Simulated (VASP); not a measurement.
Crystal: Al2InN3.

```xyz
6
Lattice="2.9072 -4.4332 0.0000 2.9072 4.4332 0.0000 0.0000 0.0000 2.8938" Properties=species:S:1:pos:R:3 pbc="T T T"
Al    2.9072    2.5213    0.0000
Al    2.9072   -2.5213    0.0000
In    2.9072    0.0000    0.0000
N     0.0000    0.0000    0.0000
N     1.4536   -2.2166    1.4469
N     1.4536    2.2166    1.4469
```

The cell was built by a generator and needn't be a form met in nature.

```yaml
Program: VASP 6.6.1
Task: relaxation of cell and atoms
Functional: PBE
Potentials_or_basis: VASP PAW PBE potentials, release 64 (Al, In_d, N)
Cutoff: 520 eV
k_mesh: 3 × 3 × 5
Occupations: gaussian, width 0.15 eV
Spin: no spin polarisation
```

At the start: pressure -5.2 GPa; volume 12.43 Å³/atom.

Task: How do energy, volume and symmetry change on relaxing?

Result: Over 7 steps the energy falls by 395.9 meV/atom and the volume is 11.73 Å³/atom (-5.6 %); space group Cmmm (No. 65, to 0.05 Å).

The path:
```csv
step,energy change (eV),largest force (eV/Å),pressure (GPa),volume (Å³)
1,0.0000,3.0840,-5.17,74.59
2,-1.7766,1.1896,1.51,69.92
3,-2.1192,0.4959,10.29,66.74
4,-2.2488,0.5896,-6.04,73.38
5,-2.3718,0.1729,-0.27,70.63
6,-2.3718,0.1590,-0.04,70.55
7,-2.3752,0.0101,0.26,70.39
```

Final structure:
```
Al In N
1.0
     2.48096   -5.05606    0.00000
     2.48096    5.05606    0.00000
     0.00000    0.00000    2.80574
Al In N
2 1 3
Direct
  0.18578 0.81422 0.00000
  0.81422 0.18578 0.00000
  0.50000 0.50000 0.00000
  0.00000 0.00000 0.00000
  0.50000 0.00000 0.50000
  0.00000 0.50000 0.50000
```

Caveat: the k mesh is coarse (spacing up to 0.43 Å⁻¹), so the values aren't converged.
